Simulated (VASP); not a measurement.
Input of a VASP 6.6.1 run:

INCAR

```
SYSTEM = MgO
  PREC = Accurate
  ENCUT = 520
  EDIFF = 1E-6
  ISMEAR = 0
  SIGMA = 0.03
  LREAL = .False.
  LASPH = .True.
  NELM = 80
  ALGO = Normal
  ISIF = 2
  LWAVE = .False.
  LCHARG = .False.
  GGA = PE
  NBANDS = 11
  ICORELEVEL = 1
```

KPOINTS

```
regular mesh
0
Gamma
  12 12 12
  0 0 0
```

POSCAR

```
MgO                                     
1.0
    0.0000000000      2.1224813280      2.1224813280
    2.1224813280      0.0000000000      2.1224813280
    2.1224813280      2.1224813280      0.0000000000
  Mg              O             
     1     1
Direct
     0.0000000000000000    0.0000000000000000    0.0000000000000000
     0.5000000000000000    0.5000000000000000    0.5000000000000000
```

KPOINTS_OPT

```
explicit points
109
Reciprocal
 0.0000000000  0.0000000000  0.0000000000 1
 0.0555555556  0.0000000000  0.0555555556 1
 0.1111111111  0.0000000000  0.1111111111 1
 0.1666666667  0.0000000000  0.1666666667 1
 0.2222222222  0.0000000000  0.2222222222 1
 0.2777777778  0.0000000000  0.2777777778 1
 0.3333333333  0.0000000000  0.3333333333 1
 0.3888888889  0.0000000000  0.3888888889 1
 0.4444444444  0.0000000000  0.4444444444 1
 0.5000000000  0.0000000000  0.5000000000 1
 0.5000000000  0.0000000000  0.5000000000 1
 0.5000000000  0.0277777778  0.5277777778 1
 0.5000000000  0.0555555556  0.5555555556 1
 0.5000000000  0.0833333333  0.5833333333 1
 0.5000000000  0.1111111111  0.6111111111 1
 0.5000000000  0.1388888889  0.6388888889 1
 0.5000000000  0.1666666667  0.6666666667 1
 0.5000000000  0.1944444444  0.6944444444 1
 0.5000000000  0.2222222222  0.7222222222 1
 0.5000000000  0.2500000000  0.7500000000 1
 0.5000000000  0.2500000000  0.7500000000 1
 0.4861111111  0.2638888889  0.7500000000 1
 0.4722222222  0.2777777778  0.7500000000 1
 0.4583333333  0.2916666667  0.7500000000 1
 0.4444444444  0.3055555556  0.7500000000 1
 0.4305555556  0.3194444444  0.7500000000 1
 0.4166666667  0.3333333333  0.7500000000 1
 0.4027777778  0.3472222222  0.7500000000 1
 0.3888888889  0.3611111111  0.7500000000 1
 0.3750000000  0.3750000000  0.7500000000 1
 0.3750000000  0.3750000000  0.7500000000 1
 0.3333333333  0.3333333333  0.6666666667 1
 0.2916666667  0.2916666667  0.5833333333 1
 0.2500000000  0.2500000000  0.5000000000 1
 0.2083333333  0.2083333333  0.4166666667 1
 0.1666666667  0.1666666667  0.3333333333 1
 0.1250000000  0.1250000000  0.2500000000 1
 0.0833333333  0.0833333333  0.1666666667 1
 0.0416666667  0.0416666667  0.0833333333 1
 0.0000000000  0.0000000000  0.0000000000 1
 0.0000000000  0.0000000000  0.0000000000 1
 0.0555555556  0.0555555556  0.0555555556 1
 0.1111111111  0.1111111111  0.1111111111 1
 0.1666666667  0.1666666667  0.1666666667 1
 0.2222222222  0.2222222222  0.2222222222 1
 0.2777777778  0.2777777778  0.2777777778 1
 0.3333333333  0.3333333333  0.3333333333 1
 0.3888888889  0.3888888889  0.3888888889 1
 0.4444444444  0.4444444444  0.4444444444 1
 0.5000000000  0.5000000000  0.5000000000 1
 0.5000000000  0.5000000000  0.5000000000 1
 0.5138888889  0.4722222222  0.5138888889 1
 0.5277777778  0.4444444444  0.5277777778 1
 0.5416666667  0.4166666667  0.5416666667 1
 0.5555555556  0.3888888889  0.5555555556 1
 0.5694444444  0.3611111111  0.5694444444 1
 0.5833333333  0.3333333333  0.5833333333 1
 0.5972222222  0.3055555556  0.5972222222 1
 0.6111111111  0.2777777778  0.6111111111 1
 0.6250000000  0.2500000000  0.6250000000 1
 0.6250000000  0.2500000000  0.6250000000 1
 0.6111111111  0.2500000000  0.6388888889 1
 0.5972222222  0.2500000000  0.6527777778 1
 0.5833333333  0.2500000000  0.6666666667 1
 0.5694444444  0.2500000000  0.6805555556 1
 0.5555555556  0.2500000000  0.6944444444 1
 0.5416666667  0.2500000000  0.7083333333 1
 0.5277777778  0.2500000000  0.7222222222 1
 0.5138888889  0.2500000000  0.7361111111 1
 0.5000000000  0.2500000000  0.7500000000 1
 0.5000000000  0.2500000000  0.7500000000 1
 0.5000000000  0.2777777778  0.7222222222 1
 0.5000000000  0.3055555556  0.6944444444 1
 0.5000000000  0.3333333333  0.6666666667 1
 0.5000000000  0.3611111111  0.6388888889 1
 0.5000000000  0.3888888889  0.6111111111 1
 0.5000000000  0.4166666667  0.5833333333 1
 0.5000000000  0.4444444444  0.5555555556 1
 0.5000000000  0.4722222222  0.5277777778 1
 0.5000000000  0.5000000000  0.5000000000 1
 0.5000000000  0.5000000000  0.5000000000 1
 0.4861111111  0.4861111111  0.5277777778 1
 0.4722222222  0.4722222222  0.5555555556 1
 0.4583333333  0.4583333333  0.5833333333 1
 0.4444444444  0.4444444444  0.6111111111 1
 0.4305555556  0.4305555556  0.6388888889 1
 0.4166666667  0.4166666667  0.6666666667 1
 0.4027777778  0.4027777778  0.6944444444 1
 0.3888888889  0.3888888889  0.7222222222 1
 0.3750000000  0.3750000000  0.7500000000 1
 0.6250000000  0.2500000000  0.6250000000 1
 0.6111111111  0.2222222222  0.6111111111 1
 0.5972222222  0.1944444444  0.5972222222 1
 0.5833333333  0.1666666667  0.5833333333 1
 0.5694444444  0.1388888889  0.5694444444 1
 0.5555555556  0.1111111111  0.5555555556 1
 0.5416666667  0.0833333333  0.5416666667 1
 0.5277777778  0.0555555556  0.5277777778 1
 0.5138888889  0.0277777778  0.5138888889 1
 0.5000000000  0.0000000000  0.5000000000 1
 0.0000000000  0.0000000000  0.0000000000 1
 0.3750000000  0.3750000000  0.7500000000 1
 0.5000000000  0.5000000000  0.5000000000 1
 0.6250000000  0.2500000000  0.6250000000 1
 0.5000000000  0.2500000000  0.7500000000 1
 0.5000000000  0.0000000000  0.5000000000 1
 0.4000000000  0.0000000000  0.4000000000 1
 0.4250000000  0.0000000000  0.4250000000 1
 0.4500000000  0.0000000000  0.4500000000 1
```

Potentials or basis: VASP PAW PBE potentials, release 64 (Mg, O).

Launch:

```console
$ cat potpaw_PBE.64/Mg/POTCAR potpaw_PBE.64/O/POTCAR > POTCAR
$ mpirun -np 1 vasp_std > vasp.out
```

Question: Estimate the pressure.

Answer: 0.2 GPa.

Question: Estimate the band gap along the path.

Answer: 4.50 eV, direct.

Question: What does it give for the band gap on the k mesh?

Answer: 4.50 eV, direct.

Core levels (eV, on the scale of the bands):
| atom | levels |
| --- | --- |
| 1 Mg | 1s -1249.0, 2s -69.4, 2p -36.2 |
| 2 O | 1s -500.2 |

**What was measured.**

“Electronic structure of alkaline earth and post-transition metal oxides”, 2009, arxiv:0908.1581 quotes, for a bulk crystal of MgO: band gap 7.83 eV.

Measured gap of MgO: 7.83 eV (quoted in “Electronic structure of alkaline earth and post-transition metal oxides”, 2009, arxiv:0908.1581). This calculation gives 4.50 eV (-3.33 eV). The value is that of PBE, without temperature or zero-point motion. Semilocal functionals fall short of measured gaps as a rule.
